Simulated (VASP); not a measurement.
The system is Ir.

```
CELL_PARAMETERS angstrom
0.00000 1.91560 1.91560
1.91560 0.00000 1.91560
1.91560 1.91560 0.00000
ATOMIC_POSITIONS crystal
Ir 0.00000 0.00000 0.00000
```

```yaml
Program: VASP 6.6.1
Task: relaxation of cell and atoms
Functional: PBE
Potentials_or_basis: VASP PAW PBE potentials, release 64 (Ir)
Cutoff: 520 eV
k_mesh: 18 × 18 × 18
Occupations: gaussian, width 0.1 eV
Spin: no spin polarisation
```

At the start: pressure 12.2 GPa; volume 14.06 Å³/atom.

**Question.** Where does the relaxation end?

**Answer.** Over 8 steps the energy falls by 16.8 meV/atom and the volume is 14.52 Å³/atom (+3.3 %); space group Fm-3m (No. 225, to 0.05 Å).

The path:
| step | energy change (eV) | largest force (eV/Å) | pressure (GPa) | volume (Å³) |
| --- | --- | --- | --- | --- |
| 1 | 0.0000 | 0.0000 | 12.18 | 14.06 |
| 2 | 0.1805 | 0.0000 | -30.48 | 16.35 |
| 3 | -0.0168 | 0.0000 | -0.68 | 14.54 |
| 4 | -0.0168 | 0.0000 | 0.04 | 14.52 |
| 5 | -0.0168 | 0.0000 | -0.21 | 14.52 |
| 6 | -0.0168 | 0.0000 | 0.63 | 14.49 |
| 7 | -0.0168 | 0.0000 | 0.03 | 14.52 |
| 8 | -0.0168 | 0.0000 | 0.00 | 14.52 |

Final structure:
```xyz
1
Lattice="0.0000 1.9362 1.9362 1.9362 0.0000 1.9362 1.9362 1.9362 0.0000" Properties=species:S:1:pos:R:3 pbc="T T T"
Ir    0.0000    0.0000    0.0000
```
